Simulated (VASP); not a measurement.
# TiCr3Te4 (C2/m) in VASP: single point with PBEsol

Aim: the single point of TiCr3Te4 with PBEsol.

All numbers are computed with VASP 6.6.1; they aren't measurements. Logs are shortened: lines on timing, memory, paths and dates and some standing lists are left out, and cuts for length are marked.

### Step 1. Starting point

The structure is monoclinic, space group C2/m (No. 12). Conventional cell: a = 14.299 Å, b = 4.094 Å, c = 7.125 Å, α = 90.00°, β = 119.26°, γ = 90.00°. Around Te (site symmetry m) lie 5 Cr at 2.82 to 2.85 Å and 1 Ti at 2.85 Å. Te (site symmetry m) has 4 Cr at 2.81 to 2.87 Å and 2 Ti at 2.85 Å as nearest neighbours. Cr (site symmetry m) has 6 Te at 2.81 to 2.87 Å and 1 Ti at 3.09 Å and 1 Cr at 3.15 Å as nearest neighbours. Around Cr (site symmetry 2/m) lie 6 Te at 2.83 to 2.85 Å and 2 Cr at 3.15 Å. Around Ti (site symmetry 2/m) lie 6 Te at 2.85 Å and 2 Cr at 3.09 Å.

The cell comes from a database or a generator and needn't be the stable form of this composition.

### Step 2. Single point, PBEsol, collinear spin, ferromagnetic start

The input, INCAR:

```
PREC     = Accurate       # precision mode
ENCUT    = 500            # plane-wave cutoff, eV
EDIFF    = 1E-7           # SCF threshold, eV
ISMEAR   = 0              # smearing method
SIGMA    = 0.02           # smearing width, eV
LREAL    = False          # projectors in reciprocal space
LASPH    = True           # aspherical terms in the spheres
NELM     = 150            # most SCF steps
ALGO     = Normal         # electronic algorithm
ISIF     = 2              # what is computed and relaxed
LWAVE    = False          # write WAVECAR
LCHARG   = False          # write CHGCAR
ISPIN    = 2              # spin polarisation
MAGMOM   = 0 0 0 0 3 3 3 1 # initial moments
LORBIT   = 11             # projections on sites
LMAXMIX  = 4              # l up to which the mixer works
GGA      = PS             # functional
NBANDS   = 37             # bands
```

The input, KPOINTS:

```
Automatic mesh
0
Gamma
  7 7 5
```

The input, POSCAR:

```
TiCr3Te4
1.0
    7.1495590000     -2.0471670000      0.0000000000
    7.1495590000      2.0471670000      0.0000000000
   -3.4825180000      0.0000000000      6.2157660000
Te Cr Ti
4 3 1
Direct
    0.6270590000      0.6270590000      0.2926850000
    0.1262040000      0.1262040000      0.7937020000
    0.8737960000      0.8737960000      0.2062980000
    0.3729410000      0.3729410000      0.7073150000
    0.2523740000      0.2523740000      0.2546600000
    0.7476260000      0.7476260000      0.7453400000
    0.0000000000      0.0000000000      0.0000000000
    0.5000000000      0.5000000000      0.5000000000
```

Potentials or basis: VASP PAW PBE potentials, release 64 (Te, Cr, Ti).

Started as:

```bash
$ cat potpaw_PBE.64/Te/POTCAR potpaw_PBE.64/Cr/POTCAR potpaw_PBE.64/Ti/POTCAR > POTCAR
$ mpirun -np 1 vasp_std > vasp.out
```

OUTCAR:

```text
PREC = Accurate
   ENCUT = 500
   EDIFF = 1E-7
   ISMEAR = 0
   LREAL = False
   LASPH = True
   NELM = 150
   ISIF = 2
   ISPIN = 2
   LORBIT = 11
   GGA = PS

 ion  position               nearest neighbor table
   1  0.627  0.627  0.293-   6 2.82   5 2.82   5 2.82   8 2.85   7 2.85   7 2.85
   2  0.126  0.126  0.794-   6 2.81   6 2.81   7 2.83   8 2.85   8 2.85   5 2.87
   3  0.874  0.874  0.206-   5 2.81   5 2.81   7 2.83   8 2.85   8 2.85   6 2.87
   4  0.373  0.373  0.707-   5 2.82   6 2.82   6 2.82   8 2.85   7 2.85   7 2.85
   5  0.252  0.252  0.255-   3 2.81   3 2.81   4 2.82   1 2.82   1 2.82   2 2.87   8 3.09   7 3.15

   6  0.748  0.748  0.745-   2 2.81   2 2.81   1 2.82   4 2.82   4 2.82   3 2.87   8 3.09   7 3.15

   7  0.000  0.000  0.000-   2 2.83   3 2.83   1 2.85   1 2.85   4 2.85   4 2.85   5 3.15   6 3.15

   8  0.500  0.500  0.500-   1 2.85   4 2.85   2 2.85   2 2.85   3 2.85   3 2.85   5 3.09   6 3.09

  LATTYP: Found a base centered monoclinic cell.
 ALAT       =    14.2991180000
 B/A-ratio  =     0.2863347236
 C/A-ratio  =     0.4982729290
 COS(beta)  =    -0.4887838265

  Lattice vectors:

 A1 = (   7.1495590000,  -2.0471670000,   0.0000000000)
 A2 = (   7.1495590000,   2.0471670000,   0.0000000000)
 A3 = (  -3.4825180000,   0.0000000000,   6.2157660000)

Analysis of symmetry for initial positions (statically):
=====================================================================
 Subroutine PRICEL returns:
 Original cell was already a primitive cell.

 Routine SETGRP: Setting up the symmetry group for a
 base centered monoclinic supercell.

 Subroutine GETGRP returns: Found  4 space group operations
 (whereof  4 operations were pure point group operations)
 out of a pool of  4 trial point group operations.

The static configuration has the point symmetry C_2h.

Analysis of symmetry for dynamics (positions and initial velocities):
=====================================================================
 Subroutine PRICEL returns:
 Original cell was already a primitive cell.

 Routine SETGRP: Setting up the symmetry group for a
 base centered monoclinic supercell.

 Subroutine GETGRP returns: Found  4 space group operations
 (whereof  4 operations were pure point group operations)
 out of a pool of  4 trial point group operations.

The dynamic configuration has the point symmetry C_2h.

Analysis of structural, dynamic, and magnetic symmetry:
=====================================================================
 Subroutine PRICEL returns:
 Original cell was already a primitive cell.

 Routine SETGRP: Setting up the symmetry group for a
 base centered monoclinic supercell.

 Subroutine GETGRP returns: Found  4 space group operations
 (whereof  4 operations were pure point group operations)
 out of a pool of  4 trial point group operations.

The overall configuration has the point symmetry C_2h.

 Subroutine INISYM returns: Found  4 space group operations
 (whereof  4 operations are pure point group operations),
 and found     1 'primitive' translations

----------------------------------------------------------------------------------------

                                     Primitive cell

  volume of cell :     181.9521

  direct lattice vectors                    reciprocal lattice vectors
     7.149559000 -2.047167000  0.000000000     0.069934383 -0.244239967  0.039182258
     7.149559000  2.047167000  0.000000000     0.069934383  0.244239967  0.039182258
    -3.482518000  0.000000000  6.215766000     0.000000000  0.000000000  0.160881217

  length of vectors
     7.436873444  7.436873444  7.124863408     0.257058804  0.257058804  0.160881217

  position of ions in fractional coordinates (direct lattice)
     0.627059000  0.627059000  0.292685000
     0.126204000  0.126204000  0.793702000
     0.873796000  0.873796000  0.206298000
     0.372941000  0.372941000  0.707315000
     0.252374000  0.252374000  0.254660000
     0.747626000  0.747626000  0.745340000
     0.000000000  0.000000000  0.000000000
     0.500000000  0.500000000  0.500000000

  ion indices of the primitive-cell ions
   primitive index   ion index
                 1           1
                 2           2
                 3           3
                 4           4
                 5           5
                 6           6
                 7           7
                 8           8

----------------------------------------------------------------------------------------

 KPOINTS: Automatic mesh

Automatic generation of k-mesh.
 Grid dimensions read from file:
 generate k-points for:    7    7    5

 Generating k-lattice:

  Cartesian coordinates                     Fractional coordinates (reciprocal lattice)
     0.009990626 -0.034891424  0.005597465     0.142857143  0.000000000  0.000000000
     0.009990626  0.034891424  0.005597465     0.000000000  0.142857143  0.000000000
     0.000000000  0.000000000  0.032176243     0.000000000  0.000000000  0.200000000

  Length of vectors
     0.036722686  0.036722686  0.032176243

  Shift w.r.t. Gamma in fractional coordinates (k-lattice)
     0.000000000  0.000000000  0.000000000

 Subroutine IBZKPT returns following result:
 ===========================================

 Found     72 irreducible k-points:

 Following reciprocal coordinates:
            Coordinates               Weight
  0.000000  0.000000  0.000000      1.000000
  0.142857  0.000000 -0.000000      4.000000
  0.285714  0.000000 -0.000000      4.000000
  0.428571  0.000000 -0.000000      4.000000
  0.142857  0.142857 -0.000000      2.000000
  0.285714  0.142857 -0.000000      4.000000
[... 16 lines left out ...]
 -0.142857 -0.000000  0.200000      4.000000
  0.142857  0.142857  0.200000      2.000000
 [... further k-points ...]
   k-points           NKPTS =     72   k-points in BZ     NKDIM =     72   number of bands    NBANDS=     37
   number of dos      NEDOS =    301   number of ions     NIONS =      8
   total plane-waves  NPLWV = 157464
   dimension x,y,z NGX =    54 NGY =   54 NGZ =   54
   dimension x,y,z NGXF=   108 NGYF=  108 NGZF=  108
   ions per type =               4   3   1
   NGX,Y,Z   is equivalent  to a cutoff of  12.07, 12.07, 12.60 a.u.
   NGXF,Y,Z  is equivalent  to a cutoff of  24.14, 24.14, 25.20 a.u.
 SYSTEM =  unknown system
   PREC   = accura    normal or accurate (medium, high low for compatibility)
   ISTART =      0    job   : 0-new  1-cont  2-samecut
   ICHARG =      2    charge: 1-file 2-atom 10-const
   ISPIN  =      2    spin polarized calculation?
   LNONCOLLINEAR =      F non collinear calculations
   LSORBIT =      F    spin-orbit coupling
   LASPH  =      T    aspherical Exc in radial PAW
   ENCUT  =  500.0 eV  36.75 Ry    6.06 a.u.  13.56 13.56 12.99*2*pi/ulx,y,z
   NELM   =    150;   NELMIN=  2; NELMDL= -5     # of ELM steps
   EDIFF  = 0.1E-06   stopping-criterion for ELM
   LREAL  =      F    real-space projection
   EDIFFG = 0.1E-05   stopping-criterion for IOM
   NSW    =      0    number of steps for IOM
   IBRION =     -1    ionic relax: 0-MD 1-quasi-New 2-CG
   NFREE  =      0    steps in history (QN), initial steepest desc. (CG)
   ISIF   =      2    stress and relaxation
   ISYM   =      2    0-nonsym 1-usesym 2-fastsym
   POTIM  = 0.5000    time-step for ionic-motion
   TEBEG  =    0.0;   TEEND  =   0.0 temperature during run
   PSTRESS=    0.0 pullay stress
   NELECT =      46.0000    total number of electrons
   NUPDOWN=      -1.0000    fix difference up-down
   EMIN   =  10.00;   EMAX   =-10.00  energy-range for DOS
   EFERMI =   0.00;   METHOD = LEGACY
   ISMEAR =     0;   SIGMA  =   0.02  broadening in eV -4-tet -1-fermi 0-gaus
   EFERMI_NEDOS =   21; number of points for ismear=-14 and -15
   IALGO  =     38    algorithm
   IMIX   =      4    mixing-type and parameters
     AMIX     =   0.40;   BMIX     =  1.00
     AMIX_MAG =   1.60;   BMIX_MAG =  1.00
  volume/ion in A,a.u.               =      22.74       153.48
  Fermi-wavevector in a.u.,A,eV,Ry     =   1.035162  1.956173 14.579468  1.071561
  Thomas-Fermi vector in A             =   2.169492
   LORBIT       =     11    0 simple, 1 ext, 2 COOP (PROOUT), +10 PAW based schemes
   GGA     = PS    functional components
   LHFCALC =     F    Hartree Fock is set to
   AEXX    =    0.0000 exact exchange contribution
   IVDW    =     0    specifies the selected vdW correction
   LEPSILON=     F    determine dielectric tensor
   LRPA    =     F    only Hartree local field effects (RPA)
 spin polarized calculation
 Gauss-broadening in eV      SIGMA  =   0.02
  energy-cutoff  :      500.00
  volume of cell :      181.95
 maximum number of plane-waves:      4644
 NGX is ok and might be reduce to    54
   NGX = 27   NGY = 27   NGZ = 25

 number of electron      46.0000000 magnetization       9.7369054

 number of electron      46.0000000 magnetization      11.5466993

 Free energy of the ion-electron system (eV)
  ---------------------------------------------------
  ext. energy  EPLUGINS =         0.00000000
  ---------------------------------------------------
  free energy    TOTEN  =       -53.83599433 eV

  energy without entropy =      -53.83463593  energy(sigma->0) =      -53.83531513

 E-fermi :   6.9186     XC(G=0): -10.4004

 val. band max:        6.9185673475   @ k =   0.4286   0.1429   0.4000
 cond. band min:       6.9191434912   @ k =  -0.4286  -0.0000   0.4000
 fundamental gap:      0.0005761437
 Fermi energy:         6.9185825289

 spin component 1

 k-point     1 :       0.0000    0.0000    0.0000
  band No.  band energies     occupation
      1      -6.4031      1.00000
      2      -4.8488      1.00000
      3      -4.8474      1.00000
      4      -4.6528      1.00000
      5       0.3876      1.00000
      6       0.7094      1.00000
[... 27 lines left out ...]
     34       8.1493      0.00000
     35       9.0880      0.00000
[... 843 lines left out ...]
      5       0.7898      1.00000
      6       1.0996      1.00000
[... 27 lines left out ...]
     34       8.2714      0.00000
     35       8.9922      0.00000

 [... further k-points ...]

 spin component 2

 k-point     1 :       0.0000    0.0000    0.0000
  band No.  band energies     occupation
      1      -6.3113      1.00000
      2      -4.8472      1.00000
      3      -4.8344      1.00000
      4      -4.6736      1.00000
      5       0.8187      1.00000
      6       1.0679      1.00000
[... 27 lines left out ...]
     34       9.6802      0.00000
     35       9.9067      0.00000
[... 843 lines left out ...]
      5       1.1689      1.00000
      6       1.5061      1.00000
[... 27 lines left out ...]
     34       9.8161      0.00000
     35       9.9586      0.00000

 [... further k-points ...]

 [bands above 35 left out]

------------------------ aborting loop because EDIFF is reached ----------------------------------------

  FORCE on cell =-STRESS in cart. coord.  units (eV):
  Direction    XX          YY          ZZ          XY          YZ          ZX
  --------------------------------------------------------------------------------------
  -------------------------------------------------------------------------------------
  Total       -4.0106470     -4.4054188     -4.5331987      0.0000000      0.0000000     -0.2742836
  in kB      -35.3157021    -38.7918601    -39.9170242      0.0000000      0.0000000     -2.4152006
  external PRESSURE =     -38.0081955 kB  Pullay stress =       0.0000000 kB

 VOLUME and BASIS-vectors are now :
 -----------------------------------------------------------------------------
  energy-cutoff  :      500.00
  volume of cell :      181.95
      direct lattice vectors                 reciprocal lattice vectors
     7.149559000 -2.047167000  0.000000000     0.069934383 -0.244239967  0.039182258
     7.149559000  2.047167000  0.000000000     0.069934383  0.244239967  0.039182258
    -3.482518000  0.000000000  6.215766000     0.000000000  0.000000000  0.160881217

 POSITION                                       TOTAL-FORCE (eV/Angst)
 -----------------------------------------------------------------------------------
      7.94711      0.00000      1.81926        -0.113550     -0.000000      0.062184
     -0.95948      0.00000      4.93347        -0.015449     -0.000000      0.002331
     11.77608      0.00000      1.28230         0.015449     -0.000000     -0.002331
      2.86949      0.00000      4.39650         0.113550     -0.000000     -0.062184
      2.72187      0.00000      1.58291        -0.036521     -0.000000      0.051862
      8.09473      0.00000      4.63286         0.036521     -0.000000     -0.051862
      0.00000      0.00000      0.00000         0.000000      0.000000      0.000000
      5.40830      0.00000      3.10788         0.000000     -0.000000      0.000000
 -----------------------------------------------------------------------------------
    total drift:                                0.000000      0.000000     -0.000000

  FREE ENERGIE OF THE ION-ELECTRON SYSTEM (eV)
  ---------------------------------------------------
  free  energy   TOTEN  =       -53.8359943309 eV

  energy  without entropy=      -53.8346359288  energy(sigma->0) =      -53.83531513

 total charge

# of ion       s       p       d       tot
------------------------------------------
    1        1.350   2.028   0.053   3.431
    2        1.348   2.037   0.055   3.440
    3        1.348   2.037   0.055   3.440
    4        1.350   2.028   0.053   3.431
    5        0.308   0.343   4.325   4.976
    6        0.308   0.343   4.325   4.976
    7        0.295   0.318   4.323   4.936
    8        0.348   0.454   2.432   3.233
--------------------------------------------------
tot          6.655   9.587  15.621  31.864

 magnetization (x)

# of ion       s       p       d       tot
------------------------------------------
    1        0.003  -0.117   0.021  -0.093
    2        0.004  -0.089   0.018  -0.068
    3        0.004  -0.089   0.018  -0.068
    4        0.003  -0.117   0.021  -0.093
    5        0.052   0.044   3.449   3.545
    6        0.052   0.044   3.449   3.545
    7        0.046   0.036   3.552   3.634
    8        0.015   0.015   0.308   0.337
--------------------------------------------------
tot          0.178  -0.273  10.834  10.739
```

It took 29 min on 1 thread of AMD EPYC 9R45 (Zen 5), shared host; peak memory 0.98 GiB.

Results:

* Free energy: -53.8360 eV
* Pressure: -3.8 GPa
* Largest force: 0.129 eV/Å
* Band gap on the k mesh: none (metal or under the smearing width)
* Net moment: 11.55 μB per cell
* Site moments: Te -0.09, -0.07; Cr +3.54, +3.63; Ti +0.34 μB
* Valence electrons inside the program's atomic spheres: Te 3.43, 3.44; Cr 4.98, 4.94; Ti 3.23

Forces in eV/Å, atoms in the order of the input:
```
Te  -0.114  0.000  0.062
Te  -0.015  0.000  0.002
Te   0.015  0.000 -0.002
Te   0.114  0.000 -0.062
Cr  -0.037  0.000  0.052
Cr   0.037  0.000 -0.052
Cr   0.000  0.000  0.000
Ti   0.000  0.000  0.000
```

Stress tensor (GPa, compression positive):
```
-3.53  0.00 -0.24
 0.00 -3.88  0.00
-0.24  0.00 -3.99
```

Levels at points of the mesh, in eV from the Fermi level:
Spin up:
```
           k point  band 26  band 27  band 28  band 29  band 30  band 31  band 32  band 33
(0.00, 0.00, 0.00)    -0.77    -0.39    -0.24    -0.13    -0.02     0.54     0.82     0.84
```
Spin down:
```tsv
k point	band 14	band 15	band 16	band 17	band 18	band 19	band 20	band 21
(0.00, 0.00, 0.00)	-1.11	-1.10	-0.75	-0.40	-0.19	0.17	0.47	0.51
```

Caveat: the PAW data sets were made with another functional, which shifts forces and pressure a little; only a ferromagnetic start was run, and an antiferromagnetic order may lie lower in energy. Spin-orbit coupling is left out, which matters for the levels of Te.
